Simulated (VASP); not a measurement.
An input for Ansatz (written as the equivalent of a VASP run, and not itself run):

Ansatz 0.2 input:
```yaml
crystal:
  lattice:
    - [1.5924234, -2.7581580, 0.0000000]
    - [1.5924234, 2.7581580, 0.0000000]
    - [0.0000000, 0.0000000, 13.9467173]
  atoms:
    - { symbol: Mo, position: [0.3333330, 0.6666670, 0.2500000] }
    - { symbol: Mo, position: [0.6666670, 0.3333330, 0.7500000] }
    - { symbol: S, position: [0.3333330, 0.6666670, 0.8620016] }
    - { symbol: S, position: [0.6666670, 0.3333330, 0.3620016] }
    - { symbol: S, position: [0.6666670, 0.3333330, 0.1379984] }
    - { symbol: S, position: [0.3333330, 0.6666670, 0.6379984] }
kpoints:
  mp_grid: { grid: [9, 9, 2] }
hamiltonian:
  xc: pbe
  pseudopotentials: { kind: paw }
scf:
  occupations: { method: tetrahedron }
  max_iter: 100
output: { forces: true, stress: true, eigenvalues: true }
```

### Question
Translate this input to VASP (INCAR, KPOINTS, POSCAR, choice of POTCAR).

### Answer
One answer among several that fit: 
File POSCAR:
```
MoS2
1
    1.5924234491    -2.7581580393    -0.0000000000
    1.5924234491     2.7581580393    -0.0000000000
    0.0000000000    -0.0000000000    13.9467173216
Mo S
2 4
Direct
  0.3333330000   0.6666670000   0.2500000000
  0.6666670000   0.3333330000   0.7500000000
  0.3333330000   0.6666670000   0.8620015758
  0.6666670000   0.3333330000   0.3620015758
  0.6666670000   0.3333330000   0.1379984242
  0.3333330000   0.6666670000   0.6379984242
```

KPOINTS:
```
K-points
0
gamma
 9 9 2
```

### INCAR
```
ALGO = Normal
EDIFF = 1E-7
ENCUT = 520
GGA = PE
ISIF = 2
ISMEAR = -5
LASPH = T
LCHARG = T
LMAXMIX = 4
LORBIT = 11
LREAL = F
LWAVE = F
NEDOS = 601
NELM = 100
PREC = Accurate
SYSTEM = MoS2
```

POTCAR, in this order: Mo_sv S (PBE.64 set). Program: vasp_std.

Limits of the translation: each code has its own PAW files, so the cut-off isn't converted (ENCUT is set for VASP's; basis.ecutwfc is left out, and Ansatz then takes the one that its files recommend); Ansatz stops its SCF on the density residual and VASP on the energy change (EDIFF).

The compound is MoS2 in the 2H layered structure. It was relaxed first, which changed the volume by +15 %.
